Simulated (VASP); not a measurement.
An input for Ansatz (written as the equivalent of a VASP run, and not itself run):

Ansatz 0.2 input:
```yaml
crystal:
  lattice:
    - [0.0000000, 3.0925754, 3.0925754]
    - [3.0925754, 0.0000000, 3.0925754]
    - [3.0925754, 3.0925754, 0.0000000]
  atoms:
    - { symbol: Cd, position: [0.0000000, 0.0000000, 0.0000000] }
    - { symbol: Se, position: [0.2500000, 0.2500000, 0.2500000] }
kpoints:
  mp_grid: { grid: [8, 8, 8] }
hamiltonian:
  xc: pbe
  dispersion: d4
  pseudopotentials: { kind: paw }
scf:
  occupations: { method: gaussian, width: 0.05 }
  max_iter: 100
output: { forces: true, stress: true, eigenvalues: true }
```

**Question.** Translate this input to VASP (INCAR, KPOINTS, POSCAR, choice of POTCAR).

**Answer.** This is not unique; one that fits is 
File KPOINTS:
```
Automatic mesh
0
Gamma
8 8 8
0 0 0
```

INCAR:
```
ALGO = Normal
EDIFF = 1E-7
ENCUT = 520
GGA = PE
ISIF = 2
ISMEAR = 0
IVDW = 13
LASPH = .TRUE.
LCHARG = .FALSE.
LMAXMIX = 4
LREAL = .FALSE.
LWAVE = .FALSE.
NELM = 100
PREC = Accurate
SIGMA = 0.05
SYSTEM = CdSe
```

**POSCAR**
```
CdSe
4.3735620
  0.0000000000   0.7071067940   0.7071067940
  0.7071067940   0.0000000000   0.7071067940
  0.7071067940   0.7071067940   0.0000000000
Cd Se
1 1
direct
  0.0000000000   0.0000000000   0.0000000000
  0.2500000000   0.2500000000   0.2500000000
```

POTCAR, in this order: Cd Se (PBE.64 set). Program: vasp_std.

What does not carry over: each code has its own PAW files, so the cut-off isn't converted (ENCUT is set for VASP's; basis.ecutwfc is left out, and Ansatz then takes the one that its files recommend); Ansatz stops its SCF on the density residual and VASP on the energy change (EDIFF).

The compound is CdSe in the zinc blende structure, whereas wurtzite is the usual form. This cell is one point of a volume scan, at 1.03 of the reference volume.
